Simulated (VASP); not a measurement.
Consider the following.

```
CELL_PARAMETERS angstrom
      4.03375     0.00000     0.00000
      0.00000     4.03375     0.00000
      0.00000     0.00000     4.03375
ATOMIC_POSITIONS crystal
  Ba 0.00000 0.00000 0.00000
  Ti 0.50000 0.50000 0.50000
  O  0.50000 0.00000 0.50000
  O  0.00000 0.50000 0.50000
  O  0.50000 0.50000 0.00000
```

Level of theory: PBE GGA, VASP's PBE PAW potentials (set 64) (plane waves; VASP 6.6.1). Run with 520 eV cut-off, 5×5×5 Γ-centred mesh, Gaussian smearing of 0.050 eV, potentials Ba_sv Ti_sv O.

Q: Predict the energy per atom (σ→0).

A: 
The energy per atom (σ→0) is -7.997 eV/atom.

The compound is BaTiO3 in the cubic perovskite structure, the ideal cubic form; the compound distorts at low or room temperature. It was relaxed first. The start is the result of an earlier pass.
